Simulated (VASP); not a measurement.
Shape and ions are relaxed at each volume.

Energy against volume of CrO₂ (rutile). The numbers are results of AM05 GGA, VASP's PBE PAW potentials (set 64) (plane waves; VASP), not measurements.

| V (Å³/atom) | E (eV/atom) |
|---|---|
| 8.755 | -8.56460 |
| 9.035 | -8.58770 |
| 9.314 | -8.59514 |
| 9.593 | -8.58952 |
| 9.873 | -8.57309 |

**Question.** Fit a third-order Birch-Murnaghan equation of state.

**Answer.** 
The volume per atom comes out as 9.32 Å³/atom, the bulk modulus is 247 GPa and the pressure derivative of the bulk modulus is 5.16.

The compound is CrO2 in the rutile structure. It was relaxed first.
